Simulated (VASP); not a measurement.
# Mg6CrCu (Amm2) in VASP: reference runs

Aim: a first look at Mg6CrCu with PBE, on the cell as given and on a disturbed one.

All numbers are computed with VASP 6.6.1; they aren't measurements. Logs are shortened: lines on timing, memory, paths and dates and some standing lists are left out, and cuts for length are marked.

## 1. The structure

It takes space group Amm2 (No. 38, orthorhombic). Conventional cell: a = 4.907 Å, b = 6.131 Å, c = 10.531 Å, α = 90.00°, β = 90.00°, γ = 90.00°. Around Cu (site symmetry mm2) lie 10 Mg at 2.99 to 3.05 Å and 2 Cr at 3.07 Å. Cr (site symmetry mm2) is surrounded by 10 Mg at 2.99 to 3.06 Å and 2 Cu at 3.07 Å. Mg (site symmetry mm2) is surrounded by 10 Mg at 2.99 to 3.11 Å and 2 Cr at 2.99 Å. Around Mg (site symmetry mm2) lie 10 Mg at 2.97 to 3.12 Å and 2 Cu at 2.99 Å. Around Mg (site symmetry m) lie 8 Mg at 2.97 to 3.12 Å and 2 Cu at 3.01 Å and 2 Cr at 3.02 Å. Around Mg (site symmetry m) lie 8 Mg at 3.03 to 3.08 Å and 2 Cr at 3.04 to 3.06 Å and 2 Cu at 3.04 to 3.05 Å.

The cell comes from a database or a generator and needn't be the stable form of this composition.

## 2. Single point, PBE, collinear spin, ferromagnetic start

Input file INCAR:

```
PREC = Accurate ; ENCUT = 520
EDIFF = 1E-7 ; ISMEAR = -1
SIGMA = 0.05 ; LREAL = F
LASPH = T ; NELM = 150
ALGO = Normal ; ISIF = 2
LWAVE = F ; LCHARG = T
ISPIN = 2 ; MAGMOM = 0.6 3 0 0 0 0 0 0
LORBIT = 11 ; LMAXMIX = 4
GGA = PE ; LELF = T
LVHAR = T ; NBANDS = 32
```

Input file KPOINTS:

```
regular mesh
0
Gamma
  6 5 5
```

Input file POSCAR:

```
Mg6CrCu
1.0
    4.9070180000      0.0000000000      0.0000000000
    0.0000000000      3.0655915000      5.2655970000
    0.0000000000     -3.0655915000      5.2655970000
Cu Cr Mg
1 1 6
Direct
    0.5000000000      0.8334520000      0.8334520000
    0.5000000000      0.3328930000      0.3328930000
    0.0000000000      0.1700180000      0.1700180000
    0.0000000000      0.6706920000      0.6706920000
    0.0000000000      0.6638900000      0.1621300000
    0.0000000000      0.1621300000      0.6638900000
    0.5000000000      0.8350310000      0.3318970000
    0.5000000000      0.3318970000      0.8350310000
```

Potentials or basis: VASP PAW PBE potentials, release 64 (Cu, Cr_pv, Mg).

Command:

```console
$ cat potpaw_PBE.64/Cu/POTCAR potpaw_PBE.64/Cr_pv/POTCAR potpaw_PBE.64/Mg/POTCAR > POTCAR
$ mpirun -np 1 vasp_std > vasp.out
```

OUTCAR:

```text
PREC = Accurate
   ENCUT = 520
   EDIFF = 1E-7
   ISMEAR = -1
   LREAL = F
   LASPH = T
   NELM = 150
   ISIF = 2
   ISPIN = 2
   LORBIT = 11
   GGA = PE

 ion  position               nearest neighbor table
   1  0.500  0.833  0.833-   4 2.99   4 2.99   6 3.01   5 3.01   5 3.01   6 3.01   8 3.04   7 3.04
                             8 3.05   7 3.05
   2  0.500  0.333  0.333-   3 2.99   3 2.99   6 3.02   5 3.02   5 3.02   6 3.02   8 3.04   7 3.04
                             7 3.06   8 3.06
   3  0.000  0.170  0.170-   5 2.99   6 2.99   2 2.99   2 2.99   8 3.03   7 3.03   7 3.03   8 3.03
                             4 3.07   4 3.07   5 3.11   6 3.11
   4  0.000  0.671  0.671-   5 2.97   6 2.97   1 2.99   1 2.99   8 3.04   7 3.04   7 3.04   8 3.04
                             3 3.07   3 3.07   6 3.12   5 3.12
   5  0.000  0.664  0.162-   4 2.97   3 2.99   1 3.01   1 3.01   2 3.02   2 3.02   7 3.04   7 3.04
                             6 3.05   6 3.08   3 3.11   4 3.12
   6  0.000  0.162  0.664-   4 2.97   3 2.99   1 3.01   1 3.01   2 3.02   2 3.02   8 3.04   8 3.04
                             5 3.05   5 3.08   3 3.11   4 3.12
   7  0.500  0.835  0.332-   3 3.03   3 3.03   2 3.04   5 3.04   5 3.04   4 3.04   4 3.04   1 3.04
                             8 3.05   1 3.05   2 3.06   8 3.08
   8  0.500  0.332  0.835-   3 3.03   3 3.03   2 3.04   6 3.04   6 3.04   4 3.04   4 3.04   1 3.04
                             7 3.05   1 3.05   2 3.06   7 3.08

  LATTYP: Found a base centered orthorhombic cell.
 ALAT       =     6.1311830000
 B/A-ratio  =     1.7176447025
 C/A-ratio  =     0.8003378793

  Lattice vectors:

 A1 = (   0.0000000000,   3.0655915000,  -5.2655970000)
 A2 = (   0.0000000000,   3.0655915000,   5.2655970000)
 A3 = (   4.9070180000,   0.0000000000,   0.0000000000)

Analysis of symmetry for initial positions (statically):
=====================================================================
 Subroutine PRICEL returns:
 Original cell was already a primitive cell.

 Routine SETGRP: Setting up the symmetry group for a
 base centered orthorhombic supercell.

 Subroutine GETGRP returns: Found  4 space group operations
 (whereof  4 operations were pure point group operations)
 out of a pool of  8 trial point group operations.

The static configuration has the point symmetry C_2v.

Analysis of symmetry for dynamics (positions and initial velocities):
=====================================================================
 Subroutine PRICEL returns:
 Original cell was already a primitive cell.

 Routine SETGRP: Setting up the symmetry group for a
 base centered orthorhombic supercell.

 Subroutine GETGRP returns: Found  4 space group operations
 (whereof  4 operations were pure point group operations)
 out of a pool of  8 trial point group operations.

The dynamic configuration has the point symmetry C_2v.

Analysis of structural, dynamic, and magnetic symmetry:
=====================================================================
 Subroutine PRICEL returns:
 Original cell was already a primitive cell.

 Routine SETGRP: Setting up the symmetry group for a
 base centered orthorhombic supercell.

 Subroutine GETGRP returns: Found  4 space group operations
 (whereof  4 operations were pure point group operations)
 out of a pool of  8 trial point group operations.

The overall configuration has the point symmetry C_2v.

 Subroutine INISYM returns: Found  4 space group operations
 (whereof  4 operations are pure point group operations),
 and found     1 'primitive' translations

----------------------------------------------------------------------------------------

                                     Primitive cell

  volume of cell :     158.4198

  direct lattice vectors                    reciprocal lattice vectors
     4.907018000  0.000000000  0.000000000     0.203789756  0.000000000  0.000000000
     0.000000000  3.065591500  5.265597000     0.000000000  0.163100661  0.094955995
     0.000000000 -3.065591500  5.265597000     0.000000000 -0.163100661  0.094955995

  length of vectors
     4.907018000  6.092976531  6.092976531     0.203789756  0.188728552  0.188728552

[... 78 lines left out ...]
   dimension x,y,z NGXF=    72 NGYF=   96 NGZF=   96
   ions per type =               1   1   6
   NGX,Y,Z   is equivalent  to a cutoff of  12.20, 13.10, 13.10 a.u.
   NGXF,Y,Z  is equivalent  to a cutoff of  24.39, 26.19, 26.19 a.u.
 SYSTEM =  unknown system
   PREC   = accura    normal or accurate (medium, high low for compatibility)
   ISTART =      0    job   : 0-new  1-cont  2-samecut
   ICHARG =      2    charge: 1-file 2-atom 10-const
   ISPIN  =      2    spin polarized calculation?
   LNONCOLLINEAR =      F non collinear calculations
   LSORBIT =      F    spin-orbit coupling
   LASPH  =      T    aspherical Exc in radial PAW
   ENCUT  =  520.0 eV  38.22 Ry    6.18 a.u.   9.12 11.33 11.33*2*pi/ulx,y,z
   NELM   =    150;   NELMIN=  2; NELMDL= -5     # of ELM steps
   EDIFF  = 0.1E-06   stopping-criterion for ELM
   LREAL  =      F    real-space projection
   EDIFFG = 0.1E-05   stopping-criterion for IOM
   NSW    =      0    number of steps for IOM
   IBRION =     -1    ionic relax: 0-MD 1-quasi-New 2-CG
   NFREE  =      0    steps in history (QN), initial steepest desc. (CG)
   ISIF   =      2    stress and relaxation
   ISYM   =      2    0-nonsym 1-usesym 2-fastsym
   POTIM  = 0.5000    time-step for ionic-motion
   TEBEG  =    0.0;   TEEND  =   0.0 temperature during run
   PSTRESS=    0.0 pullay stress
   NELECT =      35.0000    total number of electrons
   NUPDOWN=      -1.0000    fix difference up-down
   EMIN   =  10.00;   EMAX   =-10.00  energy-range for DOS
   EFERMI =   0.00;   METHOD = LEGACY
   ISMEAR =    -1;   SIGMA  =   0.05  broadening in eV -4-tet -1-fermi 0-gaus
   EFERMI_NEDOS =   21; number of points for ismear=-14 and -15
   IALGO  =     38    algorithm
   IMIX   =      4    mixing-type and parameters
     AMIX     =   0.40;   BMIX     =  1.00
     AMIX_MAG =   1.60;   BMIX_MAG =  1.00
  volume/ion in A,a.u.               =      19.80       133.63
  Fermi-wavevector in a.u.,A,eV,Ry     =   0.989679  1.870222 13.326422  0.979464
  Thomas-Fermi vector in A             =   2.121295
   LORBIT       =     11    0 simple, 1 ext, 2 COOP (PROOUT), +10 PAW based schemes
   GGA     = PE    functional components
   LHFCALC =     F    Hartree Fock is set to
   AEXX    =    0.0000 exact exchange contribution
   IVDW    =     0    specifies the selected vdW correction
   LEPSILON=     F    determine dielectric tensor
   LRPA    =     F    only Hartree local field effects (RPA)
 spin polarized calculation
  energy-cutoff  :      520.00
  volume of cell :      158.42
 maximum number of plane-waves:      4307
   NGX = 19   NGY = 23   NGZ = 23

 number of electron      34.9999999 magnetization       4.1508775

 Free energy of the ion-electron system (eV)
  ---------------------------------------------------
  ext. energy  EPLUGINS =         0.00000000
  ---------------------------------------------------
  free energy    TOTEN  =       -21.04702339 eV

  energy without entropy =      -21.01675410  energy(sigma->0) =      -21.03188874

 E-fermi :   3.5226     XC(G=0):  -9.2912

 val. band max:        3.5217291650   @ k =   0.0000   0.2000   0.0000
 cond. band min:       3.5297649955   @ k =   0.1667   0.2000   0.2000
 fundamental gap:      0.0080358304
 Fermi energy:         3.5225678131

 spin component 1

 k-point     1 :       0.0000    0.0000    0.0000
  band No.  band energies     occupation
      1     -40.5118      1.00000
      2     -40.5014      1.00000
      3     -40.4794      1.00000
      4      -3.6948      1.00000
      5       0.3698      1.00000
      6       0.3736      1.00000
[... 757 lines left out ...]
     28       9.0958      0.00000
     29       9.3275      0.00000

 [... further k-points ...]

 spin component 2

 k-point     1 :       0.0000    0.0000    0.0000
  band No.  band energies     occupation
      1     -36.8740      1.00000
      2     -36.8635      1.00000
      3     -36.8287      1.00000
      4      -3.5691      1.00000
      5       0.4397      1.00000
      6       0.5549      1.00000
[... 757 lines left out ...]
     28       9.1941      0.00000
     29       9.5337      0.00000

 [... further k-points ...]

 [bands above 29 left out]

------------------------ aborting loop because EDIFF is reached ----------------------------------------

  FORCE on cell =-STRESS in cart. coord.  units (eV):
  Direction    XX          YY          ZZ          XY          YZ          ZX
  --------------------------------------------------------------------------------------
  -------------------------------------------------------------------------------------
  Total       -0.4068606      0.2818092      0.2649218      0.0000000      0.0000000      0.0000000
  in kB       -4.1147809      2.8500747      2.6792834      0.0000000      0.0000000      0.0000000
  external PRESSURE =       0.4715258 kB  Pullay stress =       0.0000000 kB

 VOLUME and BASIS-vectors are now :
 -----------------------------------------------------------------------------
  energy-cutoff  :      520.00
  volume of cell :      158.42
      direct lattice vectors                 reciprocal lattice vectors
     4.907018000  0.000000000  0.000000000     0.203789756  0.000000000  0.000000000
     0.000000000  3.065591500  5.265597000     0.000000000  0.163100661  0.094955995
     0.000000000 -3.065591500  5.265597000     0.000000000 -0.163100661  0.094955995

 POSITION                                       TOTAL-FORCE (eV/Angst)
 -----------------------------------------------------------------------------------
      2.45351      0.00000      8.77724         0.000000      0.000000      0.006188
      2.45351      0.00000      3.50576         0.000000      0.000000      0.008080
      0.00000      0.00000      1.79049         0.000000      0.000000      0.045478
      0.00000      0.00000      7.06319         0.000000      0.000000      0.090906
      0.00000      1.53819      4.34949         0.000000      0.036848     -0.064283
      0.00000     -1.53819      4.34949         0.000000     -0.036848     -0.064283
      2.45351      1.54240      6.14457         0.000000      0.004058     -0.011044
      2.45351     -1.54240      6.14457         0.000000     -0.004058     -0.011044
 -----------------------------------------------------------------------------------
    total drift:                                0.000000     -0.000000      0.001254

  FREE ENERGIE OF THE ION-ELECTRON SYSTEM (eV)
  ---------------------------------------------------
  free  energy   TOTEN  =       -21.0470233912 eV

  energy  without entropy=      -21.0167540958  energy(sigma->0) =      -21.03188874

 total charge

# of ion       s       p       d       tot
------------------------------------------
    1        0.420   0.237   9.156   9.813
    2        0.275   6.150   4.066  10.490
    3        0.219   0.155   0.015   0.389
    4        0.213   0.141   0.015   0.369
    5        0.208   0.143   0.015   0.367
    6        0.208   0.143   0.015   0.367
    7        0.208   0.142   0.015   0.365
    8        0.208   0.142   0.015   0.365
--------------------------------------------------
tot          1.959   7.253  13.312  22.524

 magnetization (x)

# of ion       s       p       d       tot
------------------------------------------
    1       -0.019   0.000   0.023   0.004
    2        0.057   0.043   3.602   3.702
    3       -0.008   0.002   0.002  -0.005
    4        0.010  -0.001  -0.001   0.008
    5       -0.007   0.002   0.001  -0.004
    6       -0.007   0.002   0.001  -0.004
    7       -0.011  -0.002   0.001  -0.011
    8       -0.011  -0.002   0.001  -0.011
--------------------------------------------------
tot          0.004   0.045   3.631   3.680
```

Wall time 13 min (1 thread of Intel Xeon Platinum 8175M at 2.50GHz (Skylake/Cascade Lake), shared host); peak memory 0.53 GiB.

What came out:

- Free energy: -21.0470 eV
- Pressure: 0.0 GPa
- Largest force: 0.091 eV/Å
- Band gap on the k mesh: none (metal or under the smearing width)
- Net moment: 4.15 μB per cell
- Site moments: Cu +0.00; Cr +3.70; Mg -0.01, +0.01, -0.00 μB
- Valence electrons inside the program's atomic spheres: Cu 9.81; Cr 10.49; Mg 0.39, 0.37, 0.36

Forces on the atoms (eV/Å):
```
Cu   0.000  0.000  0.006
Cr   0.000  0.000  0.008
Mg   0.000  0.000  0.045
Mg   0.000  0.000  0.091
Mg   0.000  0.037 -0.064
Mg   0.000 -0.037 -0.064
Mg   0.000  0.004 -0.011
Mg   0.000 -0.004 -0.011
```

Stress tensor (GPa, compression positive):
```
-0.41  0.00  0.00
 0.00  0.29  0.00
 0.00  0.00  0.27
```

## 3. Single point, PBE, collinear spin, ferromagnetic start (atoms moved at random, drawn with an rms of 0.05 Å)

Input file INCAR:

```
SYSTEM = Mg6CrCu
PREC = Accurate
ENCUT = 520
EDIFF = 1E-7
ISMEAR = -1
SIGMA = 0.05
LREAL = .FALSE.
LASPH = .TRUE.
NELM = 120
ALGO = Normal
ISIF = 2
LWAVE = .FALSE.
LCHARG = .FALSE.
ISPIN = 2
MAGMOM = 0.6 3 0 0 0 0 0 0
LORBIT = 11
LMAXMIX = 4
GGA = PE
NBANDS = 32
```

Input file KPOINTS:

```
regular mesh
0
G
  6 5 5
  0 0 0
```

Input file POSCAR:

```
Mg6CrCu
1.0
    4.9070180000      0.0000000000      0.0000000000
    0.0000000000      3.0655915000      5.2655970000
    0.0000000000     -3.0655915000      5.2655970000
Cu Cr Mg
1 1 6
Direct
    0.4927440000      0.8325880000      0.8306980000
    0.5031190000      0.3360640000      0.3212970000
   -0.0029100000      0.1713520000      0.1701630000
   -0.0079270000      0.6699320000      0.6793750000
   -0.0027200000      0.6694200000      0.1614150000
   -0.0017030000      0.1533140000      0.6719370000
    0.4941870000      0.8313490000      0.3282440000
    0.4906710000      0.3266450000      0.8373060000
```

Potentials or basis: VASP PAW PBE potentials, release 64 (Cu, Cr_pv, Mg).

Command:

```console
$ cat potpaw_PBE.64/Cu/POTCAR potpaw_PBE.64/Cr_pv/POTCAR potpaw_PBE.64/Mg/POTCAR > POTCAR
$ mpirun -np 1 vasp_std > vasp.out
```

OUTCAR:

```text
SYSTEM = Mg6CrCu
   PREC = Accurate
   ENCUT = 520
   EDIFF = 1E-7
   ISMEAR = -1
   LREAL = .FALSE.
   LASPH = .TRUE.
   NELM = 120
   ISIF = 2
   ISPIN = 2
   LORBIT = 11
   GGA = PE

 ion  position               nearest neighbor table
   1  0.493  0.833  0.831-   4 2.96   4 2.96   6 2.96   5 3.00   6 3.01   7 3.03   8 3.03   5 3.03
                             8 3.06   7 3.07
   2  0.503  0.336  0.321-   3 2.94   8 2.98   3 2.99   5 3.00   7 3.04   5 3.05   7 3.05   6 3.06
                             6 3.10   8 3.12
   3  0.997  0.171  0.170-   2 2.94   2 2.99   8 3.00   6 3.00   5 3.01   7 3.03   4 3.03   8 3.05
                             7 3.06   5 3.08   6 3.09   4 3.10
   4  0.992  0.670  0.679-   6 2.92   5 2.94   1 2.96   1 2.96   3 3.03   8 3.05   8 3.06   7 3.07
                             7 3.09   3 3.10   5 3.16   6 3.17
   5  0.997  0.669  0.161-   4 2.94   6 2.98   7 2.99   1 3.00   2 3.00   3 3.01   7 3.02   1 3.03
                             2 3.05   3 3.08   6 3.15   4 3.16
[... 1800 lines left out ...]
 -----------------------------------------------------------------------------------
    total drift:                                0.000824     -0.000693      0.001302

  FREE ENERGIE OF THE ION-ELECTRON SYSTEM (eV)
  ---------------------------------------------------
  free  energy   TOTEN  =       -21.0242271463 eV

  energy  without entropy=      -20.9933674032  energy(sigma->0) =      -21.00879727

 total charge

# of ion       s       p       d       tot
------------------------------------------
    1        0.422   0.241   9.154   9.817
    2        0.274   6.148   4.066  10.488
    3        0.220   0.155   0.015   0.390
    4        0.213   0.140   0.015   0.368
    5        0.209   0.145   0.015   0.370
    6        0.208   0.143   0.015   0.366
    7        0.208   0.142   0.015   0.364
    8        0.208   0.142   0.015   0.365
--------------------------------------------------
tot          1.962   7.256  13.311  22.528

 magnetization (x)

# of ion       s       p       d       tot
------------------------------------------
    1       -0.019   0.000   0.022   0.003
    2        0.057   0.043   3.607   3.707
    3       -0.009   0.002   0.002  -0.005
    4        0.009  -0.001  -0.001   0.008
    5       -0.007   0.002   0.001  -0.004
    6       -0.007   0.002   0.001  -0.004
    7       -0.010  -0.002   0.001  -0.011
    8       -0.011  -0.002   0.001  -0.011
--------------------------------------------------
tot          0.004   0.044   3.636   3.684
```

It took 16 min on 1 thread of Intel Xeon Platinum 8488C (Sapphire Rapids), shared host; peak memory 0.78 GiB.

What came out:

```
Free energy                                           : -21.0242 eV
Pressure                                              : 0.1 GPa
Largest force                                         : 0.273 eV/Å
Band gap on the k mesh                                : none (metal or under the smearing width)
Net moment                                            : 4.15 μB per cell
Site moments                                          : Cu +0.00; Cr +3.71; Mg -0.01, +0.01, -0.00 μB
Valence electrons inside the program's atomic spheres : Cu 9.82; Cr 10.49; Mg 0.39, 0.37, 0.36
```

Forces on the atoms (eV/Å):
```
Cu   0.023 -0.028  0.021
Cr  -0.108 -0.110  0.137
Mg  -0.021 -0.086  0.082
Mg  -0.009  0.064 -0.119
Mg   0.007 -0.189 -0.095
Mg  -0.040  0.267 -0.039
Mg   0.035 -0.045  0.104
Mg   0.115  0.127 -0.091
```

Stress tensor (GPa, compression positive):
```
-0.47  0.01  0.07
 0.01  0.06  0.14
 0.07  0.14  0.73
```

Levels at points of the mesh, in eV from the Fermi level:
Spin up:
| k point | band 16 | band 17 | band 18 | band 19 | band 20 | band 21 | band 22 | band 23 |
| --- | --- | --- | --- | --- | --- | --- | --- | --- |
| (0.00, 0.00, 0.00) | -1.51 | -1.35 | -1.28 | -1.02 | -0.54 | -0.14 | 0.73 | 3.34 |
| (0.50, 0.00, 0.00) | -0.91 | -0.86 | -0.79 | -0.74 | -0.56 | -0.44 | 0.32 | 0.82 |
Spin down:
```csv
k point,band 12,band 13,band 14,band 15,band 16,band 17,band 18,band 19
"(0.00, 0.00, 0.00)",-1.73,-1.65,-1.46,-1.43,-1.25,-0.22,1.17,1.52
"(0.50, 0.00, 0.00)",-0.94,-0.92,-0.70,-0.63,-0.52,-0.23,-0.18,-0.05
```
